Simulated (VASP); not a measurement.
Here is the system:

```
CELL_PARAMETERS angstrom
      2.88656     0.00000     0.00000
      0.00000     2.88656     0.00000
      0.00000     0.00000     2.88656
ATOMIC_POSITIONS crystal
  Cr 0.00000 0.00000 0.00000
  Cr 0.50000 0.50000 0.50000
```
Starting moments (μB, in the order of the record's atoms Cr Cr): 2.0 -2.0.

All values below come from MS2 meta-GGA, VASP's PBE PAW potentials (set 64) (plane waves; VASP 6.6.1). Numerical set-up: 520 eV cut-off, 14×14×14 Γ-centred mesh, tetrahedra with Blöchl corrections, potentials Cr_pv.

**Question.** Give the spin-up energies of bands 7 to 15 at the high-symmetry points, in eV from the Fermi level.

**Answer.** 
| band | Γ | X | M | R |
|---|---|---|---|---|
| 7 | -8.12 | -4.32 | -4.68 | -3.16 |
| 8 | -3.93 | -3.90 | -4.16 | -3.16 |
| 9 | -3.93 | -1.94 | -2.64 | -3.16 |
| 10 | -1.32 | -1.57 | -2.64 | -1.53 |
| 11 | -1.32 | -1.56 | 0.78 | -1.53 |
| 12 | -1.32 | -0.73 | 0.78 | -1.53 |
| 13 | 1.77 | -0.64 | 1.33 | 1.39 |
| 14 | 1.77 | 0.81 | 1.42 | 1.40 |
| 15 | 2.94 | 0.81 | 1.65 | 2.86 |

**Question.** Give the spin-down energies of bands 7 to 15 at the high-symmetry points, in eV from the Fermi level.

**Answer.** 
| band | Γ | X | M | R |
|---|---|---|---|---|
| 7 | -8.12 | -4.32 | -4.68 | -3.16 |
| 8 | -3.93 | -3.90 | -4.16 | -3.16 |
| 9 | -3.93 | -1.94 | -2.64 | -3.16 |
| 10 | -1.32 | -1.57 | -2.64 | -1.53 |
| 11 | -1.32 | -1.56 | 0.78 | -1.53 |
| 12 | -1.32 | -0.73 | 0.78 | -1.53 |
| 13 | 1.77 | -0.64 | 1.33 | 1.39 |
| 14 | 1.77 | 0.81 | 1.42 | 1.40 |
| 15 | 2.94 | 0.81 | 1.65 | 2.86 |

It has no gap at this level: it comes out as a metal or semimetal.

The compound is Cr in the bcc, AFM order structure. It was relaxed first.
